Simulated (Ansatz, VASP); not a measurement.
# VSi2As4 (VSi2As4 monolayer) in two plane-wave programs

One calculation is typed for both programs; each brings its own data sets. How far apart do they land? The structure shown is the start of the Ansatz relaxation below; VASP solves that cell, so the two are compared at the walk's first step.

Main program and level: Ansatz 0.2.0; plane waves, with VASP 6.6.1 beside it; single point at PBE with D3(BJ).

### Step 1. Set-up

The cell holds 7 atoms: 4 As, 2 Si and 1 V. Cell: a = 3.630 Å, b = 3.630 Å, c = 48.779 Å, α = 90.0°, β = 90.0°, γ = 120.0°. Vacuum lies along c.

Structure file:

```cif
data_structure
_symmetry_space_group_name_H-M 'P 1'
_symmetry_Int_Tables_number 1
_cell_length_a 3.6300
_cell_length_b 3.6300
_cell_length_c 48.7787
_cell_angle_alpha 90.000
_cell_angle_beta 90.000
_cell_angle_gamma 120.000
_cell_volume 556.64
loop_
_atom_site_label
_atom_site_type_symbol
_atom_site_fract_x
_atom_site_fract_y
_atom_site_fract_z
_atom_site_occupancy
As1 As 0.00000 0.00000 0.40899 1
As2 As 0.33333 0.66667 0.47033 1
As3 As 0.33333 0.66667 0.52967 1
As4 As 0.00000 0.00000 0.59101 1
Si5 Si 0.33333 0.66667 0.42461 1
Si6 Si 0.33333 0.66667 0.57539 1
V7 V 0.00000 0.00000 0.50000 1
```

### Step 2. Ansatz: relaxation, PBE with D3(BJ)

Ansatz runs on its default PAW (the set named soft_2) files.

The two programs are compared at the cell with which this relaxation starts, whose forces are those of its first step.

Contents of input.yaml:

```yaml
crystal:
  lattice:
    - [3.63, 0.0, 0.0]
    - [-1.815, 3.1436722157, 0.0]
    - [0.0, 0.0, 48.7787023489]
  atoms:
    - { symbol: As, position: [0.0, 0.0, 0.4089899698] }
    - { symbol: Si, position: [0.3333333333, 0.6666666667, 0.4246109497] }
    - { symbol: As, position: [0.3333333333, 0.6666666667, 0.470327623] }
    - { symbol: V, position: [0.0, 0.0, 0.5], spin: 1.0 }
    - { symbol: As, position: [0.3333333333, 0.6666666667, 0.529672377] }
    - { symbol: Si, position: [0.3333333333, 0.6666666667, 0.5753890503] }
    - { symbol: As, position: [0.0, 0.0, 0.5910100302] }
  periodic: [true, true, false]
magnetization:
  spin_polarized: true
kpoints:
  mp_grid: { grid: [12, 12, 1] }
hamiltonian:
  xc: pbe
  dispersion: d3bj
scf:
  occupations: { method: fermi_dirac, width: 0.05 }
  convergence: { dr2_threshold: 1.0e-09 }
relax:
  f_tol: 0.004
  max_steps: 90
  cell: {}
output:
  write_potential: true
  write_density: true
  volumetric_format: npy
```

Run with:

```console
ansatz run input.yaml --threads 4 --pin off --max-ram 6144MiB --backend cpu --events-out ev --progress --plain --runs-dir out
```

Numbers of over 12 decimals in the logs are rounded to 6 here.

Output:

```text
Warning: relax.cell: scf.convergence.dr2_threshold = 1e-9 eV is looser than the 1.96405552613e-10 eV advised for a relaxation that steers and ends on the stress (1e-10 eV for each atom of the cell: 7, times the square of relax.cell.stress_2d_tol = 0.05 N/m over 18.9 Å (the atoms' height at the walk's start and 5 Å past either face), 2.648e-2 GPa, over a crystal's default 0.05). What an SCF threshold leaves in a stress goes as its square root, and in the free energy as the threshold itself, and one threshold admits the most on a small cell: [figures from the program's tests cut] Set scf.convergence.dr2_threshold to 1.96405552613e-10 eV or tighter. [rest of the remark cut]
Engine: ansatz 0.2.0, aarch64-unknown-linux-gnu
Pseudopotentials: kind: paw
Pseudopotential: As, paw, valence charge 15, recommended cutoff 420 eV (normal), As.paw.azcp
Pseudopotential: Si, paw, valence charge 4, recommended cutoff 420 eV (normal), Si.paw.azcp
Pseudopotential: V, paw, valence charge 13, recommended cutoff 420 eV (normal), V.paw.azcp
Functional definition: PBE
  parameter kappa = 0.804
  parameter beta = 0.066725
  exchange = pbe_x(kappa = kappa, mu = beta*pi^2/3)
  correlation = pbe_c(beta = beta)
Crystal: 7 atoms, lattice volume = 556.640 Å³
Basis set: ecut = 420 eV, 10711 PW (Γ), exchange–correlation on 50×50×720 points (8 copies of the dense FFT grid, shifted against one another)
Bands: 50, of which v1, the nominal top of the filled ones, is band 41 counted from 1 (40 counted from 0)
Symmetry: 12 space group operations
Space group: P-6m2 (ITA 187), of the structure as read, at distance tolerance 8.2e-5 Å
Magnetic group: BNS 187.209 (UNI 1439), of the structure as read, at distance tolerance 8.2e-5 Å
k-points: 19 of 144 (time reversal used)
Non-local potential: As, projectors of the file, l = 0: 2, l = 1: 2, l = 2: 3, l = 3: 1
Non-local potential: Si, projectors of the file, l = 0: 2, l = 1: 2, l = 2: 2
Non-local potential: V, projectors of the file, l = 0: 3, l = 1: 2, l = 2: 3, l = 3: 1
PAW form: soft (Blöchl's): semilocal exchange-correlation on the pseudo side does not see the compensation charge
PAW one-centre angular grid: As, 590 points (default); XC on 64 Gauss nodes
PAW one-centre angular grid: Si, 110 points (default); XC on 64 Gauss nodes
PAW one-centre angular grid: V, 590 points (default); XC on 64 Gauss nodes
Initial density: superposition of atomic densities (neutral atoms: chi_scale 0, normalization atom)
Starting moments: Σ|m| = 1 μB on 1 of 7 sites
Initial wavefunctions: pseudopotential atomic-orbital guess
Functional: x = pbe(κ = 0.804, μ = 0.219515), c = pbe(β = 0.066725)
SCF iter   1: F=—  HF=-23611.245625 eV  |F-HF|=—  |Δ(HF+E_count)|=         —  Δρ=1.17e-2 (↑1.17e-2 ↓1.14e-2)  dr2=4.05e0  dr2_m=2.60e-2  M=0.840 μB ∫|m|=1.080 μB  β_m=0.30  ethr=3.10e-3  ⟨swp⟩=14.9  Hψ=10822  notcnv=0  defer=7
Mixer restart at iter 1: flushing history
preconditioner: auto → LDOS  [metal: Δε(μ)=0.062 eV  Ē_g=8.386 eV  σ=0.050 eV  W_gap=0.28  n_scr=30 (ndim 8)  ℏωp=9.0 eV  f_vac=0.733  D(μ)=1.31/eV (n_scr^D=10)]
spin=Collinear: LDOS preconditioning applied to the charge; magnetization (m = ρ↑ − ρ↓) channel mixes plain (no charge-response kernel on spin).
SCF iter   2: F=—  HF=-23610.470255 eV  |F-HF|=—  |Δ(HF+E_count)|=   7.75e-1  Δρ=7.35e-3 (↑6.98e-3 ↓7.35e-3)  dr2=9.08e-1  dr2_m=1.35e-2  M=0.894 μB ∫|m|=1.128 μB  β_m=0.44  ethr=3.10e-3  ⟨swp⟩=3.9  Hψ=3364  notcnv=0  defer=86
SCF iter   3: F=—  HF=-23610.414260 eV  |F-HF|=—  |Δ(HF+E_count)|=   5.60e-2  Δρ=3.03e-3 (↑2.59e-3 ↓3.03e-3)  dr2=1.52e-1  dr2_m=3.97e-3  M=0.932 μB ∫|m|=1.184 μB  β_m=0.50  ethr=1.12e-3  ⟨swp⟩=3.0  Hψ=2900  notcnv=0  defer=86
SCF iter   4: F=—  HF=-23610.434667 eV  |F-HF|=—  |Δ(HF+E_count)|=         —  Δρ=1.20e-3 (↑1.20e-3 ↓1.13e-3)  dr2=2.73e-2  dr2_m=4.64e-3  M=0.974 μB ∫|m|=1.292 μB  β_m=0.50  ethr=1.88e-4  ⟨swp⟩=4.4  Hψ=4223  notcnv=0  defer=80
SCF iter   5: F=—  HF=-23610.439653 eV  |F-HF|=—  |Δ(HF+E_count)|=   4.99e-3  Δρ=6.56e-4 (↑6.50e-4 ↓6.56e-4)  dr2=3.60e-3  dr2_m=1.85e-3  M=0.981 μB ∫|m|=1.321 μB  β_m=0.52  ethr=3.37e-5  ⟨swp⟩=3.0  Hψ=3633  notcnv=0  defer=80
SCF iter   6: F=—  HF=-23610.439592 eV  |F-HF|=—  |Δ(HF+E_count)|=   6.12e-5  Δρ=4.54e-4 (↑4.54e-4 ↓3.85e-4)  dr2=1.05e-3  dr2_m=8.03e-4  M=0.982 μB ∫|m|=1.332 μB  β_m=0.65  ethr=4.44e-6  ⟨swp⟩=3.0  Hψ=3439  notcnv=0  defer=80
[...]
SCF iter   7: F=-23611.834167 eV  HF=-23611.834167 eV  |F-HF|=1.83e-9  |Δ(HF+E_count)|=   4.92e-9  Δρ=1.25e-7 (↑1.25e-7 ↓3.70e-8)  dr2=2.41e-10  dr2_m=1.40e-11  M=0.956 μB ∫|m|=1.242 μB  ethr=1.00e-12  ⟨swp⟩=11.2  Hψ=12589  notcnv=0
SCF 7 converged in 7 iterations: F = -23611.834167 eV  dr2 = 2.41e-10
relax step   7: F+E_penalty+E_count = -23611.83416714 eV  Δ(F+E_penalty+E_count) = +5.363e-4 eV  max|allowed force component| = 1.090e-3 eV/Å  Δτ_max = 0.0000 Å  P = -0.006 N/m  Ω = 542.385 Å³  fix = [c, alpha, beta]  reactions: c -0.000 N/m  stress off target by 5.71e-3 N/m on what of the cell is left free  SCF on the basis re-selected at this cell (its energy is not comparable with the rows above)  (7 SCF iters)
basis re-selected at this cell: Δ(F+E_penalty+E_count) = +5.363e-4 eV, ΔP = -0.006 N/m vs the last step (what re-selecting the basis moved, of the pressure what is left beyond the Pulay correction that the steps carried, after the strain that the cell walked since its last selection, with what the two solves' SCF thresholds leave and, on support functions, any second-order correction that the steps lacked; it is no measure of the basis error at this ecutwfc). The dense FFT grid was sized anew with the basis: this SCF ran on 24×24×360 points, the steps before it on 25×25×360, so part of this shift can come from that change (see relax.cell in the input reference). [rest of the remark cut]
WARN: The output density's exchange-correlation potential varies sharply where the density is thin. Do not read a vacuum level from v_tot or v_xc, or from such a field of the output density. On a cell that repeats whose density bears no net charge and no dipole along the vacuum's axis use v_es (v_loc + v_h of the components); under efield.dipole_correction with no amplitude use v_es + v_field, which holds any externa [...]
SCF converged after 7 iterations
Magnetization: 0.9558 μB (40.9779 up, 40.0221 down)
Absolute magnetization: 1.2382 μB (∫|ρ↑−ρ↓|, with the PAW one-centre terms)
Spin contamination: 0.0301 ħ² per cell (⟨S²⟩ above its minimum at these occupations)
Per-site moments (μB) at R_I (Å): [(3.073712468659973e-5, 0.971041), (0.00894547, 0.967913), (-0.041258, 0.967913), (0.847787, 1.038543), (-0.041258, 0.967913), (0.00894547, 0.967913), (3.073712468692642e-5, 0.971041)]
Free energy (F): -23611.834167 eV
Harris-Foulkes:  -23611.834167 eV  (|F-HF|=1.83e-9)
Internal energy: -23611.827629 eV  (E = F + TS)
E sigma→0 (E₀):  -23611.830898 eV
Entropy (-TS):   -0.006539 eV (-0.934 meV/atom)
Fermi energy:    -4.981534 eV
--- Per-component energies (eV) ---
  E_band       = -2327.086180
  E_kinetic    = 831.829341
  E_local      = -453779.046444  (includes V_loc(G=0)·N_el)
  E_nonlocal   = -2675.135766
  E_hartree    = 226573.994454
  E_xc         = -558.731288
  E_vxc        = -577.191507  (∫ρ·V_xc dr)
  E_paw        = -9479.662951  (= ΣΔE_a)
  E_vpaw       = 724.470143  (= ΣTr[D̂ρ^β])
  E_aug_tail   = 0.000319  (compensation charges beyond the density's cutoff)
  E_ewald      = 215477.376518
  E_disp       = -2.451811  (pairwise vdW)
  E_smearing   = -0.006539  (= −TS)
  E_closure    = 0.000000  (closes the sum)
  Σ components = -23611.834167   (vs F -23611.834167, Δ=0.00e0)
--- Forces (eV/Å), atoms counted from 1 ---
  atom   1  As     0.00000000     0.00000000    -0.00074044
  atom   2  Si    -0.00000000     0.00000000     0.00045093
  atom   3  As     0.00000000     0.00000000    -0.00109038
  atom   4  V      0.00000000     0.00000000     0.00000000
  atom   5  As     0.00000000     0.00000000     0.00109038
  atom   6  Si    -0.00000000     0.00000000    -0.00045093
  atom   7  As     0.00000000     0.00000000     0.00074044
  max |Σ_I F_I| component: 1.51e-16 eV/Å
--- 2D stress c σ (N/m, compression-positive) ---
       -0.005713      -0.000000       0.000000
        0.000000      -0.005713      -0.000000
        0.000000      -0.000000      -0.000000
  P = ½ c Tr σ = -0.0057 N/m
--- Band table (eV; the first three rows and the last of 38) ---
  k-point 0 ↑: bands = [... 37 lower, -5.4298, -5.2841, -5.2841, -5.0654, -2.2385, -2.2385, -2.2337, -2.1781, ... 5 higher]
  k-point 1 ↑: bands = [... 37 lower, -5.6270, -5.4602, -5.4160, -5.0643, -2.6010, -2.5893, -2.2100, -2.1207, ... 5 higher]
  k-point 2 ↑: bands = [... 37 lower, -6.0329, -5.7190, -5.6858, -5.1837, -3.1940, -3.0887, -2.5077, -2.0656, ... 5 higher]
  k-point 18 ↓: bands = [... 37 lower, -7.4707, -6.5037, -5.8345, -4.2334, -3.5112, -3.4114, -3.2722, -2.8862, ... 5 higher]
  the weakly bound empty levels are not read free of the cell's end (no_gap_told)
--- Relaxed structure (6 steps of the walk, 6 accepted, 1 SCFs on fresh bases) ---
  F+E_penalty+E_count = -23611.83416714 eV   max|allowed force component| = 1.090e-3 eV/Å   (the final SCF, on the basis selected at the relaxed cell)
  cell:  # Å, volume = 542.3846 Å³
    - [3.583218, 0, 0]
    - [-1.791609, 3.103158, 0]
    - [0, 0, 48.7787023489]
  atoms:
    - { symbol: As, position: [9.204367647853904e-18, -5.409562550339281e-17, 0.399452] }
    - { symbol: Si, position: [0.333333, 0.666667, 0.422480] }
    - { symbol: As, position: [0.333333, 0.666667, 0.470584] }
    - { symbol: V, position: [1.0573552618554981e-17, -5.135725556199065e-17, 0.5] }
    - { symbol: As, position: [0.333333, 0.666667, 0.529416] }
    - { symbol: Si, position: [0.333333, 0.666667, 0.577520] }
    - { symbol: As, position: [1.1942737589256061e-17, -4.861888562058849e-17, 0.600548] }
```

(Part 1 of 2 ends here.)

[Lines on the potential files, build, host, timing and source positions are cut from VASP's logs without a mark.]

[Logs are printed without paths, hosts, clocks, repeated set-up lines and the standing remarks that a program may print on its own settings, such as how far it seeks lower states.]

[Hosts, paths, dates, database ids (printed as entryN), source tags and the programs' standing remarks are cut or masked in the printed files.]
